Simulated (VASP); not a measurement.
Wanted: the native input for a VASP 6.6.1 run.

```yaml
Task: band structure
Functional: LDA
Potentials_or_basis: VASP PAW LDA potentials, release 64 (Y_sv, F)
Cutoff: 520 eV
k_mesh: 4 × 4 × 6
Occupations: fermi-dirac, width 0.05 eV
Spin: no spin polarisation
Further_INCAR_settings: ALGO = Fast; EDIFF = 1e-06
```

The structure of Y3F lies in POSCAR:

```
Y3F
1.0
    6.2666500000      0.0000000000      0.0000000000
   -3.1333300000      5.4270800000      0.0000000000
    0.0000000000      0.0000000000      3.3619900000
Y F
3 1
Direct
    0.5000000000      0.0000000000      0.0000000000
    0.0000000000      0.5000000000      0.0000000000
    0.5000000000      0.5000000000      0.0000000000
    0.0000000000      0.0000000000      0.0000000000
```

The cell was built by a generator and needn't be a form met in nature.

The input as run:

INCAR

```
PREC = Accurate
ENCUT = 520
EDIFF = 1E-6
ISMEAR = -1
SIGMA = 0.05
LREAL = F
LASPH = T
NELM = 80
ALGO = Fast
ISIF = 2
LWAVE = F
LCHARG = F
LMAXMIX = 4
GGA = CA
```

KPOINTS

```
regular mesh
0
Gamma
  4 4 6
```

KPOINTS_OPT

```
path GMKGALHA,LM,KH
10
line-mode
reciprocal
 0.0000000000  0.0000000000  0.0000000000  G
 0.5000000000  0.0000000000  0.0000000000  M

 0.5000000000  0.0000000000  0.0000000000  M
 0.3333333333  0.3333333333  0.0000000000  K

 0.3333333333  0.3333333333  0.0000000000  K
 0.0000000000  0.0000000000  0.0000000000  G

 0.0000000000  0.0000000000  0.0000000000  G
 0.0000000000  0.0000000000  0.5000000000  A

 0.0000000000  0.0000000000  0.5000000000  A
 0.5000000000  0.0000000000  0.5000000000  L

 0.5000000000  0.0000000000  0.5000000000  L
 0.3333333333  0.3333333333  0.5000000000  H

 0.3333333333  0.3333333333  0.5000000000  H
 0.0000000000  0.0000000000  0.5000000000  A

 0.5000000000  0.0000000000  0.5000000000  L
 0.5000000000  0.0000000000  0.0000000000  M

 0.3333333333  0.3333333333  0.0000000000  K
 0.3333333333  0.3333333333  0.5000000000  H
```

Potentials or basis: VASP PAW LDA potentials, release 64 (Y_sv, F).

Run with:

```console
$ cat potpaw_LDA.64/Y_sv/POTCAR potpaw_LDA.64/F/POTCAR > POTCAR
$ mpirun -np 1 vasp_std > vasp.out
```

It gave:

```json
{
 "Pressure": "-3.8 GPa",
 "Band gap along the path": "none (metal or under the smearing width)"
}
```

Run time: 95 s on 1 thread of Intel(R) Xeon(R) 6975P-C (Granite Rapids), on a shared host, peak memory 0.25 GiB.
